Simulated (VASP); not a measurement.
A run of VASP 6.6.1 is set up as follows.

The input INCAR:

```
SYSTEM = EuMo
  PREC = Accurate
  ENCUT = 600
  EDIFF = 1E-7
  ISMEAR = -1
  SIGMA = 0.05
  LREAL = .False.
  LASPH = .True.
  NELM = 100
  ALGO = Normal
  ISIF = 3
  LWAVE = .False.
  LCHARG = .False.
  ISPIN = 2
  MAGMOM = 7 1
  LORBIT = 11
  LMAXMIX = 6
  GGA = 91
  IBRION = 2
  NSW = 60
  EDIFFG = -0.02
```

File KPOINTS:

```
Automatic mesh
0
Gamma
  6 6 6
  0 0 0
```

POSCAR

```
EuMo
1.0
    3.5314500000      0.0000000000      0.0000000000
    0.0000000000      3.5314500000      0.0000000000
    0.0000000000      0.0000000000      3.5314500000
Eu Mo
1 1
Direct
    0.5000000000      0.5000000000      0.5000000000
    0.0000000000      0.0000000000      0.0000000000
```

Potentials or basis: VASP PAW PBE potentials, release 64 (Eu, Mo_sv).

Command:

```bash
$ cat potpaw_PBE.64/Eu/POTCAR potpaw_PBE.64/Mo_sv/POTCAR > POTCAR
$ mpirun -np 1 vasp_std > vasp.out
```

(1) What does it give for the space group after relaxing (to 0.05 Å)?

(2) Estimate the relaxed cell.

Answers

(1) Pm-3m (No. 221).

(2) a = 3.519 Å, b = 3.519 Å, c = 3.519 Å, α = 90.00°, β = 90.00°, γ = 90.00°.
